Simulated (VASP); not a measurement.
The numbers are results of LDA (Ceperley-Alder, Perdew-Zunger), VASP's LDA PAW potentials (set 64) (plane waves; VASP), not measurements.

The input files of a VASP run:

INCAR:
```
LMAXMIX = 6
ISMEAR = -5   ! tetrahedra, Bloechl
SYSTEM = WSi2
LEFG = .TRUE.
LORBIT = 11   ! lm-projected
NEDOS = 601
ENCUT = 520   ! plane-wave cut-off (eV)
ALGO = Normal
LWAVE = .FALSE.
LREAL = .FALSE.   ! projection in real space or not
LCHARG = .TRUE.
PREC = Accurate
EDIFF = 1E-7   ! SCF stop (eV)
ISIF = 2
LASPH = .TRUE.
NELM = 100   ! most electronic steps
```

File POSCAR:
```
WSi2
1.0
 -1.5938363176   1.5938363176   3.8914768088
  1.5938363176  -1.5938363176   3.8914768088
  1.5938363176   1.5938363176  -3.8914768088
Si W
2 1
Cart
 -0.0000000000   0.0000000000   5.1783389273
  0.0000000000  -0.0000000000   2.6046146903
  0.0000000000   0.0000000000   0.0000000000
```

KPOINTS:
```
Automatic mesh
0
Gamma
15 15 15
0 0 0
```

POTCAR, in this order: Si W_sv (LDA.64 set). Program: vasp_std.

The resulting files:

**OSZICAR**
```
       N       E                     dE             d eps       ncg     rms          rms(c)
DAV:   1     0.124001164964E+03    0.12400E+03   -0.11258E+04  8640   0.148E+03
DAV:   2    -0.240250148633E+02   -0.14803E+03   -0.14656E+03  9956   0.359E+02
DAV:   3    -0.281777676305E+02   -0.41528E+01   -0.41207E+01 11637   0.518E+01
DAV:   4    -0.282078353076E+02   -0.30068E-01   -0.30165E-01  9809   0.517E+00
DAV:   5    -0.282082234609E+02   -0.38815E-03   -0.38957E-03 11692   0.584E-01    0.267E+01
DAV:   6    -0.274773791632E+02    0.73084E+00   -0.39366E+00 10425   0.149E+01    0.946E+00
DAV:   7    -0.273810617596E+02    0.96317E-01   -0.27142E-01  9781   0.318E+00    0.462E+00
DAV:   8    -0.273568854251E+02    0.24176E-01   -0.45965E-02 11244   0.179E+00    0.279E-01
DAV:   9    -0.273562951188E+02    0.59031E-03   -0.11984E-03 10292   0.292E-01    0.160E-01
DAV:  10    -0.273561494522E+02    0.14567E-03   -0.30608E-04 10747   0.180E-01    0.368E-02
DAV:  11    -0.273561444102E+02    0.50421E-05   -0.33073E-05 11090   0.473E-02    0.166E-02
DAV:  12    -0.273561457968E+02   -0.13866E-05   -0.14648E-06 10479   0.841E-03    0.425E-03
DAV:  13    -0.273561451163E+02    0.68043E-06   -0.47765E-07 10334   0.685E-03    0.716E-04
DAV:  14    -0.273561450649E+02    0.51428E-07   -0.12217E-08  5090   0.118E-03
   1 F= -.27356145E+02 E0= -.27356145E+02  d E =0.000000E+00
```

**OUTCAR**
```
------------------------ aborting loop because EDIFF is reached ----------------------------------------
  FORCE on cell =-STRESS in cart. coord.  units (eV):
  Direction    XX          YY          ZZ          XY          YZ          ZX
  --------------------------------------------------------------------------------------
  Total        0.0636906      0.0636906     -0.0586313      0.0000000      0.0000000      0.0000000
  in kB        2.5806206      2.5806206     -2.3756257      0.0000000      0.0000000      0.0000000
  external PRESSURE =       0.9285385 kB  Pullay stress =       0.0000000 kB
  volume of cell :       39.54
      direct lattice vectors                 reciprocal lattice vectors
    -1.593836318  1.593836318  3.891476809     0.000000000  0.313708500  0.128485926
     1.593836318 -1.593836318  3.891476809     0.313708500  0.000000000  0.128485926
     1.593836318  1.593836318 -3.891476809     0.313708500  0.313708500  0.000000000
 POSITION                                       TOTAL-FORCE (eV/Angst)
 -----------------------------------------------------------------------------------
      0.00000      0.00000      5.17834         0.000000      0.000000     -0.013610
      0.00000      0.00000      2.60461         0.000000      0.000000      0.013610
      0.00000      0.00000      0.00000        -0.000000     -0.000000      0.000000
 -----------------------------------------------------------------------------------
    total drift:                               -0.000000      0.000000     -0.000000
  FREE ENERGIE OF THE ION-ELECTRON SYSTEM (eV)
  ---------------------------------------------------
  free  energy   TOTEN  =       -27.3561450649 eV

  energy  without entropy=      -27.3561450649  energy(sigma->0) =      -27.35614506

 total charge

# of ion       s       p       d       tot
------------------------------------------
    1        0.745   0.915   0.000   1.659
    2        0.745   0.915   0.000   1.659
    3        2.321   6.317   3.673  12.311
--------------------------------------------------
tot          3.810   8.146   3.673  15.629

 Electric field gradients after diagonalization (V/A^2)
 (convention: |V_zz| > |V_xx| > |V_yy|)
----------------------------------------------------------------------
 ion       V_xx      V_yy      V_zz     asymmetry (V_yy - V_xx)/ V_zz
----------------------------------------------------------------------
   1       5.019     5.019   -10.037       0.000
   2       5.019     5.019   -10.037       0.000
   3      72.098    72.098  -144.196       0.000
```
(Selected blocks of OUTCAR.)

For a metal the tetrahedron method with Blöchl corrections gives inexact stress and forces.

The compound is WSi2 in the MoSi2 type structure. It was relaxed first.
